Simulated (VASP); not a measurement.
Calculation: PBEsol GGA, VASP's PBE PAW potentials (set 64) (plane waves; VASP).

VASP input:

**KPOINTS**
```
K-points
0
gamma
7 7 1
0 0 0
```

### INCAR
```
LDIPOL  =  .TRUE.
LREAL  =  .FALSE.
LMAXMIX  =  4   ! l cut-off of mixed one-centre charges
SYSTEM  =  Al3Sc(100) slab
ISMEAR  =  1   ! Methfessel-Paxton
NELMIN  =  4
NELM  =  100   ! most electronic steps
LORBIT  =  11
PREC  =  Normal
ENCUT  =  400   ! plane-wave cut-off (eV)
LCHARG  =  .FALSE.
GGA  =  PS
DIPOL  =  0.5 0.5 0.5
ALGO  =  Normal
LWAVE  =  .FALSE.
LVHAR  =  .TRUE.
SIGMA  =  0.1   ! width (eV)
EDIFF  =  1E-6   ! SCF stop (eV)
LASPH  =  .TRUE.
IDIPOL  =  3
```

### POSCAR
```
Al3Sc(100) slab
54.2182270
  0.0750915748   0.0000000000   0.0000000000
  0.0000000000   0.0750915748   0.0000000000
  0.0000000000   0.0000000000   0.4999999982
Sc Al
3 9
direct
  0.0000000000   0.0000000000   0.3111247512
  0.0000000000   0.0000000000   0.4618879996
  0.0000000000   0.0000000000   0.6120582533
  0.5000000000   0.5000000000   0.3147404519
  0.0000000000   0.5000000000   0.3860715934
  0.5000000000   0.0000000000   0.3860715934
  0.5000000000   0.5000000000   0.4625083987
  0.0000000000   0.5000000000   0.5371818198
  0.5000000000   0.0000000000   0.5371818198
  0.5000000000   0.5000000000   0.6135607380
  0.0000000000   0.5000000000   0.6888062904
  0.5000000000   0.0000000000   0.6888062904
```

POTCAR, in this order: Sc_sv Al (PBE.64 set). Program: vasp_std. Read from the step before: WAVECAR.

The resulting files:

**OSZICAR**
```
       N       E                     dE             d eps       ncg     rms          rms(c)
DAV:   1    -0.591483870607E+02   -0.59148E+02   -0.12398E-02  1328   0.397E-01    0.117E-01
DAV:   2    -0.592297783289E+02   -0.81391E-01   -0.76438E-01  1200   0.316E+00    0.882E-01
DAV:   3    -0.591460233553E+02    0.83755E-01   -0.60125E-01  1328   0.251E+00    0.532E-02
DAV:   4    -0.591464418010E+02   -0.41845E-03   -0.65573E-03  1152   0.310E-01    0.191E-02
DAV:   5    -0.591464559419E+02   -0.14141E-04   -0.29480E-04  1099   0.835E-02    0.931E-03
DAV:   6    -0.591464539412E+02    0.20007E-05   -0.17848E-05  1064   0.262E-02    0.576E-03
DAV:   7    -0.591464536838E+02    0.25734E-06   -0.12809E-06   731   0.792E-03
   1 F= -.59146454E+02 E0= -.59147332E+02  d E =0.263397E-02
```

**OUTCAR**
```
------------------------ aborting loop because EDIFF is reached ----------------------------------------
  FORCE on cell =-STRESS in cart. coord.  units (eV):
  Direction    XX          YY          ZZ          XY          YZ          ZX
  --------------------------------------------------------------------------------------
  Total       -3.4958984     -3.4958984      0.5164361      0.0000000      0.0000000      0.0000000
  in kB      -12.4646768    -12.4646768      1.8413605      0.0000000      0.0000000      0.0000000
  external PRESSURE =      -7.6959977 kB  Pullay stress =       0.0000000 kB
  volume of cell :      449.35
      direct lattice vectors                 reciprocal lattice vectors
     4.071332049  0.000000000  0.000000000     0.245619858  0.000000000  0.000000000
     0.000000000  4.071332049  0.000000000     0.000000000  0.245619858  0.000000000
     0.000000000  0.000000000 27.109113400     0.000000000  0.000000000  0.036887964
 POSITION                                       TOTAL-FORCE (eV/Angst)
 -----------------------------------------------------------------------------------
      0.00000      0.00000      8.43432        -0.000000      0.000000     -0.009343
      0.00000      0.00000     12.52137         0.000000      0.000000      0.002557
      0.00000      0.00000     16.59236         0.000000      0.000000      0.012204
      2.03567      2.03567      8.53233         0.000000     -0.000000     -0.028442
      0.00000      2.03567     10.46606         0.000000      0.000000     -0.011767
      2.03567      0.00000     10.46606         0.000000      0.000000     -0.011767
      2.03567      2.03567     12.53819         0.000000      0.000000     -0.024434
      0.00000      2.03567     14.56252         0.000000     -0.000000      0.009025
      2.03567      0.00000     14.56252         0.000000     -0.000000      0.009025
      2.03567      2.03567     16.63309         0.000000      0.000000      0.005624
      0.00000      2.03567     18.67293         0.000000     -0.000000      0.023659
      2.03567      0.00000     18.67293         0.000000      0.000000      0.023659
 -----------------------------------------------------------------------------------
    total drift:                               -0.000000      0.000000     -0.003940
  FREE ENERGIE OF THE ION-ELECTRON SYSTEM (eV)
  ---------------------------------------------------
  free  energy   TOTEN  =       -59.1464536838 eV

  energy  without entropy=      -59.1490876574  energy(sigma->0) =      -59.14733168

 total charge

# of ion       s       p       d       tot
------------------------------------------
    1        2.190   6.107   1.152   9.450
    2        2.190   6.146   1.307   9.643
    3        2.196   6.149   1.283   9.628
    4        0.458   0.366   0.000   0.824
    5        0.416   0.387   0.000   0.803
    6        0.416   0.387   0.000   0.803
    7        0.426   0.377   0.000   0.803
    8        0.418   0.386   0.000   0.804
    9        0.418   0.386   0.000   0.804
   10        0.429   0.371   0.000   0.800
   11        0.442   0.319   0.000   0.760
   12        0.442   0.319   0.000   0.760
--------------------------------------------------
tot         10.440  21.699   3.742  35.882
```
(Selected blocks of OUTCAR.)

The cell is a thin slab with vacuum, built from Al3Sc (L1_2): (100) face.
